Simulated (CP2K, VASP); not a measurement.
An input for CP2K (LDA (Pade form), GPW, DZVP-MOLOPT-SR-GTH basis, GTH-PADE potentials (GTH_POTENTIALS)):

```
&GLOBAL
  PROJECT calc
  RUN_TYPE ENERGY_FORCE
  PRINT_LEVEL LOW
&END GLOBAL
&FORCE_EVAL
  METHOD Quickstep
  STRESS_TENSOR ANALYTICAL
  &DFT
    BASIS_SET_FILE_NAME BASIS_MOLOPT
    POTENTIAL_FILE_NAME GTH_POTENTIALS
    &QS
      METHOD GPW
      EPS_DEFAULT 1E-10
    &END QS
    &MGRID
      CUTOFF 500
      REL_CUTOFF 50
      NGRIDS 5
    &END MGRID
    &SCF
      SCF_GUESS ATOMIC
      EPS_SCF 1E-7
      MAX_SCF 100
      ADDED_MOS 7
      &DIAGONALIZATION
        ALGORITHM STANDARD
      &END DIAGONALIZATION
      &MIXING
        METHOD BROYDEN_MIXING
        ALPHA 0.2
        NBUFFER 8
        BETA 1
      &END MIXING
      &SMEAR ON
        METHOD FERMI_DIRAC
        ELECTRONIC_TEMPERATURE [K] 1160.45
      &END SMEAR
    &END SCF
    &KPOINTS
      SCHEME MONKHORST-PACK 7 7 7
    &END KPOINTS
    &XC
      &XC_FUNCTIONAL PADE
      &END XC_FUNCTIONAL
    &END XC
    &PRINT
      &MO
        EIGENVALUES T
        OCCUPATION_NUMBERS T
        NDIGITS 8
        FILENAME mo
        &EACH
          QS_SCF 0
        &END EACH
        ADD_LAST NUMERIC
      &END MO
      &MULLIKEN OFF
      &END MULLIKEN
    &END PRINT
  &END DFT
  &SUBSYS
    &CELL
      A 4.80418000 0.00000000 0.00000000
      B 0.00000000 4.80418000 0.00000000
      C 0.00000000 0.00000000 4.80418000
      PERIODIC XYZ
    &END CELL
    &COORD
      Ca       2.40209000     0.00000000     2.40209000
      Ca       0.00000000     2.40209000     2.40209000
      Ca       2.40209000     2.40209000     0.00000000
      Ge       0.00000000     0.00000000     0.00000000
      N        2.40209000     2.40209000     2.40209000
    &END COORD
    &KIND Ca
      BASIS_SET DZVP-MOLOPT-SR-GTH
      POTENTIAL GTH-PADE-q10
    &END KIND
    &KIND Ge
      BASIS_SET DZVP-MOLOPT-SR-GTH
      POTENTIAL GTH-PADE-q4
    &END KIND
    &KIND N
      BASIS_SET DZVP-MOLOPT-SR-GTH
      POTENTIAL GTH-PADE-q5
    &END KIND
  &END SUBSYS
  &PRINT
    &FORCES ON
    &END FORCES
    &STRESS_TENSOR ON
    &END STRESS_TENSOR
  &END PRINT
&END FORCE_EVAL
```

Q: Translate it to VASP.

A: One set of files that does it:

INCAR:
```
! general
SYSTEM =Ca3GeN
PREC   =Accurate
ENCUT  =400
LREAL  =.False.   ! projection in real space or not
LASPH  =.True.   ! aspherical one-centre terms

! electronic loop
EDIFF  =1E-6
NELM   =100   ! most electronic steps
ALGO   =Normal
LMAXMIX=4   ! l cut-off of mixed one-centre charges

! smearing
ISMEAR =-1   ! Fermi-Dirac
SIGMA  =0.1   ! width (eV)

! ions
ISIF   =2

! output
LWAVE  =.False.
LCHARG =.False.
```

POSCAR:
```
Ca3GeN
1
    4.8041800000     0.0000000000     0.0000000000
    0.0000000000     4.8041800000     0.0000000000
    0.0000000000     0.0000000000     4.8041800000
Ca Ge N
3 1 1
Direct
  0.5000000000   0.0000000000   0.5000000000
  0.0000000000   0.5000000000   0.5000000000
  0.5000000000   0.5000000000   0.0000000000
  0.0000000000   0.0000000000   0.0000000000
  0.5000000000   0.5000000000   0.5000000000
```

KPOINTS:
```
K-points
0
gamma
7 7 7
0 0 0
```

POTCAR, in this order: Ca_sv Ge_d N (LDA.64 set). Program: vasp_std.

The two runs describe the same crystal, functional and task. Each code takes its own potentials, basis and convergence tests.

VASP's LDA is the Perdew-Zunger fit; the other code's may be Perdew-Wang, which differs slightly.

The structure comes from a computed database's Ca3GeN entry; how it stands against other phases isn't given here. The cell was not relaxed at this level, and it may have been scaled.
